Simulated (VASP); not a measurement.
The input files of a VASP run:

### POSCAR
```
PbI2
1
    1.8374841245    -3.1826268118     0.0000000000
    1.8374841245     3.1826268118    -0.0000000000
   -0.0000000000    -0.0000000000     6.7772208787
Pb I
1 2
Direct
  0.0000000000   0.0000000000   0.0000000000
  0.3333330000   0.6666670000   0.3143610133
  0.6666670000   0.3333330000   0.6856389867
```

File KPOINTS:
```
kpoints
0
G
  10 10 5
```

INCAR:
```
EDIFFG = -0.02
ENCUT = 500
ISMEAR = 1   # Methfessel-Paxton
PSTRESS = 300
ISIF = 3   # ions, shape and volume
NELM = 100
GGA = PS
SIGMA = 0.1   # width (eV)
LWAVE = .False.
IBRION = 2
LREAL = .False.   # projection in real space or not
LMAXMIX = 4
ALGO = Normal
SYSTEM = PbI2
PREC = Accurate
EDIFF = 1E-6   # SCF stop (eV)
NSW = 40   # most ionic steps
LASPH = .True.   # aspherical one-centre terms
LCHARG = .False.
```

POTCAR, in this order: Pb_d I (PBE.64 set). Program: vasp_std.

### Question
Write an equivalent input for Quantum ESPRESSO's pw.x.

### Answer
One equivalent input (not run):
```
&CONTROL
  calculation = 'vc-relax'
  pseudo_dir = './pseudo'
  outdir = './out'
  tprnfor = .true.
  tstress = .true.
  nstep = 40
  forc_conv_thr = 0.00078
/
&SYSTEM
  ibrav = 0
  nat = 3
  ntyp = 2
  ecutwfc = 70
  occupations = 'smearing'
  smearing = 'methfessel-paxton'
  degauss = 0.00735
  input_dft = 'pbesol'
/
&ELECTRONS
  conv_thr = 7.3e-08
  electron_maxstep = 100
/
&IONS
/
&CELL
  press = 300
/
ATOMIC_SPECIES
  Pb 207.200 Pb.upf
  I 126.904 I.upf
CELL_PARAMETERS angstrom
     1.8374841   -3.1826268    0.0000000
     1.8374841    3.1826268   -0.0000000
    -0.0000000   -0.0000000    6.7772209
ATOMIC_POSITIONS crystal
  Pb   0.0000000  0.0000000  0.0000000
  I    0.3333330  0.6666670  0.3143610
  I    0.6666670  0.3333330  0.6856390
K_POINTS automatic
  10 10 5 0 0 0
```
Limits of the translation: the potentials are each code's own (VASP's PAW set, PseudoDojo norm-conserving files in pw.x), so ENCUT and ecutwfc are chosen apart and not converted; conv_thr bounds pw.x's estimated SCF error, while EDIFF bounds the energy change between steps; forc_conv_thr acts on force components and is met together with etot_conv_thr.

The compound is PbI2 in the 1T layered structure. This run relaxes it under an external pressure of 30 GPa. Symmetry was kept, so distortions that lower it aren't found.
